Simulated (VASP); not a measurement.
Method: r2SCAN meta-GGA, VASP's PBE PAW potentials (set 64) (plane waves; VASP).

A VASP calculation is set up with these files.

**POSCAR**
```
Ru
1.0
  2.7089503423   0.0000000000   0.0000000000
 -1.3544751711   2.3460199696   0.0000000000
  0.0000000000   0.0000000000   4.2655517268
Ru
2
Cart
  1.3544765256   0.7820058745   3.1991637951
 -0.0000013544   1.5640140951   1.0663879317
```

**INCAR**
```
SYSTEM = Ru
PREC = Normal
ENCUT = 400
EDIFF = 1E-5
NELM = 100
ALGO = Normal
LREAL = .FALSE.
LASPH = .TRUE.
ISMEAR = 1
SIGMA = 0.1
METAGGA = R2SCAN
LMIXTAU = .TRUE.
LMAXMIX = 4
LWAVE = .FALSE.
LCHARG = .FALSE.
NELMIN = 4
IBRION = 2
ISIF = 2
NSW = 20
EDIFFG = -0.03
```

KPOINTS:
```
Automatic mesh
0
Gamma
17 17 10
0 0 0
```

POTCAR, in this order: Ru_pv (PBE.64 set). Program: vasp_std.

**Question.** What will the output report for the number of irreducible k-points (NKPTS), largest plane-wave count, number of space-group operations, FFT grid (NGX, NGY, NGZ)?

**Answer.** 
The number of irreducible k-points (NKPTS) is 198 and the largest plane-wave count is 512. The number of space-group operations is 24 and the FFT grid (NGX, NGY, NGZ) is 14 × 14 × 24.

The compound is Ru in the hcp structure. It was relaxed first.
